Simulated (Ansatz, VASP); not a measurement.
# One calculation of Sr3Cd, two programs

```
CELL_PARAMETERS angstrom
5.55544 0.00000 0.00000
0.00000 5.55544 0.00000
0.00000 0.00000 5.55544
ATOMIC_POSITIONS crystal
Sr 0.00000 0.50000 0.50000
Sr 0.50000 0.00000 0.50000
Sr 0.50000 0.50000 0.00000
Cd 0.00000 0.00000 0.00000
```

Change from the starting cell: species swapped into the Dy3Al type (Pm-3m, No. 221).

Alike in both runs: functional PBE; k mesh 4 × 4 × 4; occupations gaussian, width 0.1 eV; no spin polarisation.

Ansatz relaxed the structure, and its values are those at the end. VASP's run is a single point on that final structure, the one shown.

|  | VASP | Ansatz |
| --- | --- | --- |
| version | VASP 6.6.1 | Ansatz 0.2.0 |
| potentials or method | VASP PAW PBE potentials, release 64 (Sr_sv, Cd) | scalar-relativistic, plane waves, PAW |
| plane-wave cutoff (eV) | 520 | 420 |
| valence electrons in the cell | 42 | 50 |

|  | VASP | Ansatz | Ansatz less VASP |
| --- | --- | --- | --- |
| gap on the k mesh at the Fermi level (eV) | none | none | - |
| pressure (GPa) | -0.1 | -0.1 | -0.02 |

A gap of «none» marks a metal or a gap that the smearing closes. The two sets of potentials don't hold the same shells in valence.
